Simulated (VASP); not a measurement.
# HfGe in VASP: the effect of strain

HfGe:

```
Hf Ge
1.0
     3.09088    0.00000    0.00000
     0.00000    3.09088    0.00000
     0.00000    0.00000    4.10843
Hf Ge
1 1
Direct
  0.50000 0.50000 0.00000
  0.00000 0.00000 0.00000
```

The cell was built by a generator and needn't be a form met in nature.

The cell isn't the ideal one: strain = -0.04.

Alike in all runs:

```yaml
Program: VASP 6.6.1
Task: single point
Functional: PBE
Potentials_or_basis: VASP PAW PBE potentials, release 64 (Hf_pv, Ge_d)
Cutoff: 520 eV
k_mesh: 8 × 8 × 7
Occupations: fermi-dirac, width 0.05 eV
Spin: no spin polarisation
Strain_kind: biaxial_xy
Further_INCAR_settings: ALGO = Normal; EDIFF = 1e-07
```

| strain | pressure (GPa) |
| --- | --- |
| -0.04 | 93.2 |
| -0.02 | 76.0 |
| -0.01 | ? |
| 0 | 61.3 |
| 0.01 | 54.6 |
| 0.02 | 48.4 |
| 0.04 | 37.2 |

Question: What does the run with strain -0.01 give?

Answer: Pressure 68.3 GPa.

Worked out: A parabola through the other rows of the pressure, of slope -747 GPa per unit of strain there, gives 68.5 GPa, against the run's 68.3.

Caveats: the cell as given lies far from equilibrium (some runs).
